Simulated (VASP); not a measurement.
An input for Quantum ESPRESSO's pw.x (written as the equivalent of a VASP run, and not itself run):

```
&CONTROL
  calculation = 'vc-relax'
  pseudo_dir = './pseudo'
  outdir = './out'
  tprnfor = .true.
  tstress = .true.
  nstep = 40
  forc_conv_thr = 0.00078
/
&SYSTEM
  ibrav = 0
  nat = 4
  ntyp = 2
  ecutwfc = 84
  occupations = 'smearing'
  smearing = 'gaussian'
  degauss = 0.003675
  input_dft = 'pz'
/
&ELECTRONS
  conv_thr = 7.3e-08
  electron_maxstep = 100
/
&IONS
/
&CELL
  press = 50
/
ATOMIC_SPECIES
  Zn 65.380 Zn.upf
  O 15.999 O.upf
CELL_PARAMETERS angstrom
     1.5969738   -2.7660403    0.0000000
     1.5969738    2.7660403    0.0000000
     0.0000000    0.0000000    5.1628760
ATOMIC_POSITIONS crystal
  Zn   0.6666670  0.3333330  0.5017833
  Zn   0.3333330  0.6666670  0.0017833
  O    0.6666670  0.3333330  0.8802167
  O    0.3333330  0.6666670  0.3802167
K_POINTS automatic
  8 8 5 0 0 0
```

Translate this input to VASP (INCAR, KPOINTS, POSCAR, choice of POTCAR).

This is not unique; one that fits is 
File POSCAR:
```
ZnO
1
    1.5969738480    -2.7660402584     0.0000000000
    1.5969738480     2.7660402584     0.0000000000
    0.0000000000     0.0000000000     5.1628760036
Zn O
2 2
Direct
  0.6666670000   0.3333330000   0.5017833035
  0.3333330000   0.6666670000   0.0017833035
  0.6666670000   0.3333330000   0.8802166965
  0.3333330000   0.6666670000   0.3802166965
```

File KPOINTS:
```
Automatic mesh
0
Gamma
8 8 5
0 0 0
```

### INCAR
```
SYSTEM = ZnO
PREC = Accurate
ENCUT = 620
EDIFF = 1E-6
NELM = 100
ALGO = Normal
LREAL = .FALSE.
LASPH = .TRUE.
ISMEAR = 0
SIGMA = 0.05
LMAXMIX = 4
LWAVE = .FALSE.
LCHARG = .FALSE.
IBRION = 2
ISIF = 3
NSW = 40
EDIFFG = -0.02
PSTRESS = 50
```

POTCAR, in this order: Zn O (LDA.64 set). Program: vasp_std.

Limits of the translation: the potentials are each code's own (VASP's PAW set, PseudoDojo norm-conserving files in pw.x), so ENCUT and ecutwfc are chosen apart and not converted; conv_thr bounds pw.x's estimated SCF error, while EDIFF bounds the energy change between steps; forc_conv_thr acts on force components and is met together with etot_conv_thr.

The compound is ZnO in the wurtzite structure. This run relaxes it under an external pressure of 5 GPa. Symmetry was kept, so distortions that lower it aren't found.
